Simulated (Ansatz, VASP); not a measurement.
Two plane-wave programs on Re2S3

```
Re S
1.0
     3.80150    0.00000    0.00000
    -1.90075    3.29220    0.00000
     0.00000    0.00000    6.44322
Re S
2 3
Cartesian
  0.0000 2.1948 1.6290
  1.9007 1.0974 4.8142
  0.0000 0.0000 0.0000
  0.0000 2.1948 4.0447
  1.9007 1.0974 2.3985
```

Alike in both runs: functional PBE; k mesh 6 × 6 × 4; occupations gaussian, width 0.1 eV; no spin polarisation.

Ansatz relaxed the structure, and its values are those at the end. VASP's run is a single point on that final structure, the one shown.

```csv
,VASP,Ansatz
version,VASP 6.6.1,Ansatz 0.2.0
potentials or method,"VASP PAW PBE potentials, release 64 (Re, S)","scalar-relativistic, plane waves, PAW"
plane-wave cutoff (eV),520,420
valence electrons in the cell,32,48
```

```csv
,VASP,Ansatz,Ansatz less VASP
gap on the k mesh at the Fermi level (eV),none,none,-
pressure (GPa),0.7,0.0,-0.72
rms of the force components (eV/Å),0.030,0.005,-0.0249
```

A gap of «none» marks a metal or a gap that the smearing closes. The two sets of potentials don't hold the same shells in valence.

Spin-orbit coupling is left out, which matters for the levels of Re.
